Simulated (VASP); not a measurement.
These are LDA (Ceperley-Alder, Perdew-Zunger), VASP's LDA PAW potentials (set 64) (plane waves; VASP 6.6.1) values and carry that method's errors.

A VASP calculation is set up with these files.

### POSCAR
```
Bi
1.0
  4.2487190000  -2.3202720000   0.0000000000
  4.2487190000   2.3202720000   0.0000000000
  2.9815930000   0.0000000000   3.8138410000
Bi
2
direct
  0.2340000000   0.2340000000   0.2340000000
  0.7660000000   0.7660000000   0.7660000000
```

### KPOINTS
```
kpoints
0
gamma
  8 8 8
0.5 0.5 0.5
```

INCAR:
```
SYSTEM = Bi
PREC = Accurate
ENCUT = 150
EDIFF = 1E-6
NELM = 100
ALGO = Normal
LREAL = .FALSE.
LASPH = .TRUE.
ISMEAR = 1
SIGMA = 0.5
LMAXMIX = 4
LWAVE = .FALSE.
LCHARG = .FALSE.
ISIF = 3
IBRION = 2
NSW = 50
EDIFFG = -0.01
```

POTCAR, in this order: Bi_d (LDA.64 set). Program: vasp_std.

Output of the run:

**OSZICAR**
```
       N       E                     dE             d eps       ncg     rms          rms(c)
DAV:   1     0.127370122416E+03    0.12737E+03   -0.10273E+04  3179   0.624E+02
DAV:   2     0.575975718192E+01   -0.12161E+03   -0.11931E+03  2511   0.224E+02
DAV:   3     0.245000203959E+01   -0.33098E+01   -0.32936E+01  2505   0.382E+01
DAV:   4     0.241109299598E+01   -0.38909E-01   -0.38888E-01  2395   0.339E+00
DAV:   5     0.241055039958E+01   -0.54260E-03   -0.54260E-03  2409   0.370E-01    0.691E+00
DAV:   6     0.338763239701E+01    0.97708E+00   -0.14682E+00  2370   0.110E+01    0.329E+00
DAV:   7     0.358937324421E+01    0.20174E+00   -0.76684E-01  2358   0.789E+00    0.464E-01
DAV:   8     0.359133100991E+01    0.19578E-02   -0.18215E-02  2310   0.695E-01    0.507E-02
DAV:   9     0.359125976515E+01   -0.71245E-04   -0.28641E-04  2354   0.116E-01    0.205E-02
DAV:  10     0.359124700360E+01   -0.12762E-04   -0.27577E-05  2406   0.459E-02    0.332E-03
DAV:  11     0.359124668252E+01   -0.32107E-06   -0.11019E-06  1537   0.615E-03
   1 F= 0.35912467E+01 E0= 0.35763192E+01  d E =0.359125E+01
```

**OUTCAR**
```
------------------------ aborting loop because EDIFF is reached ----------------------------------------
  FORCE on cell =-STRESS in cart. coord.  units (eV):
  Direction    XX          YY          ZZ          XY          YZ          ZX
  --------------------------------------------------------------------------------------
  Total     -132.0868774   -132.2626342   -132.2432778      0.0000000      0.0000000      0.0583955
  in kB    -2814.3672521  -2818.1120923  -2817.6996663      0.0000000      0.0000000      1.2442287
  external PRESSURE =   -2816.7263369 kB  Pullay stress =       0.0000000 kB
  volume of cell :       75.20
      direct lattice vectors                 reciprocal lattice vectors
     4.248719000 -2.320272000  0.000000000     0.117682530 -0.215491977 -0.092002107
     4.248719000  2.320272000  0.000000000     0.117682530  0.215491977 -0.092002107
     2.981593000  0.000000000  3.813841000     0.000000000  0.000000000  0.262202855
 POSITION                                       TOTAL-FORCE (eV/Angst)
 -----------------------------------------------------------------------------------
      2.68609      0.00000      0.89244        -0.002389      0.000000     -0.000794
      8.79294      0.00000      2.92140         0.002389      0.000000      0.000794
 -----------------------------------------------------------------------------------
    total drift:                               -0.000000      0.000000     -0.000000
  FREE ENERGIE OF THE ION-ELECTRON SYSTEM (eV)
  ---------------------------------------------------
  free  energy   TOTEN  =         3.5912466825 eV

  energy  without entropy=        3.5464642463  energy(sigma->0) =        3.57631920
```
(Selected blocks of OUTCAR.)

### stdout
```
...
       N       E                     dE             d eps       ncg     rms          rms(c)
DAV:   1     0.127370122416E+03    0.12737E+03   -0.10273E+04  3179   0.624E+02
DAV:   2     0.575975718192E+01   -0.12161E+03   -0.11931E+03  2511   0.224E+02
DAV:   3     0.245000203959E+01   -0.33098E+01   -0.32936E+01  2505   0.382E+01
DAV:   4     0.241109299598E+01   -0.38909E-01   -0.38888E-01  2395   0.339E+00
DAV:   5     0.241055039958E+01   -0.54260E-03   -0.54260E-03  2409   0.370E-01    0.691E+00
DAV:   6     0.338763239701E+01    0.97708E+00   -0.14682E+00  2370   0.110E+01    0.329E+00
DAV:   7     0.358937324421E+01    0.20174E+00   -0.76684E-01  2358   0.789E+00    0.464E-01
DAV:   8     0.359133100991E+01    0.19578E-02   -0.18215E-02  2310   0.695E-01    0.507E-02
DAV:   9     0.359125976515E+01   -0.71245E-04   -0.28641E-04  2354   0.116E-01    0.205E-02
DAV:  10     0.359124700360E+01   -0.12762E-04   -0.27577E-05  2406   0.459E-02    0.332E-03
DAV:  11     0.359124668252E+01   -0.32107E-06   -0.11019E-06  1537   0.615E-03
   1 F= 0.35912467E+01 E0= 0.35763192E+01  d E =0.359125E+01
 curvature:   0.00 expect dE= 0.000E+00 dE for cont linesearch  0.000E+00
 trial: gam= 0.00000 g(F)=  0.612E-06 g(S)=  0.126E+04 ort = 0.000E+00 (trialstep = 0.100E+01)
 search vector abs. value=  0.126E+04
 bond charge predicted

 -----------------------------------------------------------------------------
|                                                                             |
|     EEEEEEE  RRRRRR   RRRRRR   OOOOOOO  RRRRRR      ###     ###     ###     |
|     E        R     R  R     R  O     O  R     R     ###     ###     ###     |
|     E        R     R  R     R  O     O  R     R     ###     ###     ###     |
|     EEEEE    RRRRRR   RRRRRR   O     O  RRRRRR       #       #       #      |
|     E        R   R    R   R    O     O  R   R                               |
|     E        R    R   R    R   O     O  R    R      ###     ###     ###     |
|     EEEEEEE  R     R  R     R  OOOOOOO  R     R     ###     ###     ###     |
|                                                                             |
|     Orbital orthonormalization failed in the inversion of matrix            |
|     LAPACK: Routine ZPOTRF failed! kpoint: 1 spin: 1                        |
|                                                                             |
|     Possible solutions for this issue are:                                  |
|     - Please check whether the atoms are too close to each other.           |
|     - Decreasing POTIM might help during relaxations or MDs.                |
|     - Deleting CHGCAR or WAVECAR if incompatible with the structure.        |
|     - Try calculating without symmetrizing (ISYM = 0 or ISYM = -1).         |
|                                                                             |
|       ---->  I REFUSE TO CONTINUE WITH THIS SICK JOB ... BYE!!! <----       |
|                                                                             |
 -----------------------------------------------------------------------------
```

VASP stops with an error: Orbital orthonormalization failed in the inversion of matrix LAPACK: Routine ZPOTRF failed! kpoint: 1 spin: 1 Possible solutions for this issue are: - Please check whether the atoms are too close to each other. - Decreasing POTIM might help during relaxations or MDs. - Deleting CHGCAR or WAVECAR if incompatible with the structure. - Try calculating without symmetrizing (ISYM = 0 or ISYM = -1). ----> I REFUSE TO CONTINUE WITH THIS SICK JOB ... BYE!!! <----

The run did not end as a converged relaxation. At this cut-off the stress carries a Pulay error, which pulls relaxed volumes low.

The structure is a typed Bi crystal. The cell was not relaxed at this level. The run is one of a series of settings (EDIFFG = -0.01, ENCUT = 150, GGA removed, IBRION = 2, ISIF = 3, ISMEAR = 1, NSW = 50, SIGMA = 0.5, KPOINTS 8×8×8 Γ-centred mesh shifted by (0.5, 0.5, 0.5), POTCAR Bi_d (LDA.64 set) against the base run), some of them coarse on purpose.
